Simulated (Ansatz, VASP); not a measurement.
# One calculation of TiTc, two programs

The input INCAR:

```
PREC = Accurate
ENCUT = 520
EDIFF = 1E-6
ISMEAR = 1
SIGMA = 0.1
LREAL = F
LASPH = T
NELM = 80
ALGO = Normal
ISIF = 2
LWAVE = F
LCHARG = F
GGA = CA
NBANDS = 20
```

File KPOINTS:

```
regular mesh
0
Gamma
  11 11 11
```

POSCAR

```
TiTc
1.0
    3.1100000000      0.0000000000      0.0000000000
    0.0000000000      3.1100000000      0.0000000000
    0.0000000000      0.0000000000      3.1100000000
Ti Tc
1 1
Direct
    0.5000000000      0.5000000000      0.5000000000
    0.0000000000      0.0000000000      0.0000000000
```

Input for Ansatz:

```yaml
crystal:
  lattice:
    - [3.11, 0.0, 0.0]
    - [0.0, 3.11, 0.0]
    - [0.0, 0.0, 3.11]
  atoms:
    - { symbol: Ti, position: [0.5, 0.5, 0.5] }
    - { symbol: Tc, position: [0.0, 0.0, 0.0] }
kpoints:
  mp_grid:
    grid: [11, 11, 11]
hamiltonian:
  xc: lda
  pseudopotentials:
    kind: paw
scf:
  occupations:
    method: cold
    width: 0.1
output:
  forces: true
  stress: true
  eigenvalues: true
```

Alike in both runs: task single point; functional LDA; k mesh 11 × 11 × 11; no spin polarisation.

|  | VASP | Ansatz |
| --- | --- | --- |
| version | VASP 6.6.1 | Ansatz 0.2.0 |
| potentials or method | VASP PAW LDA potentials, release 64 (Ti_sv, Tc_pv) | plane waves, PAW |
| plane-wave cutoff (eV) | 520 | 500 |
| occupations | methfessel-paxton of order 1, width 0.1 eV | cold, width 0.1 eV |
| valence electrons in the cell | 25 | 27 |

```csv
,VASP,Ansatz,Ansatz less VASP
gap on the k mesh at the Fermi level (eV),none,none,-
pressure (GPa),-13.3,-13.5,-0.17
```

A gap of «none» marks a metal or a gap that the smearing closes. The two sets of potentials don't hold the same shells in valence.
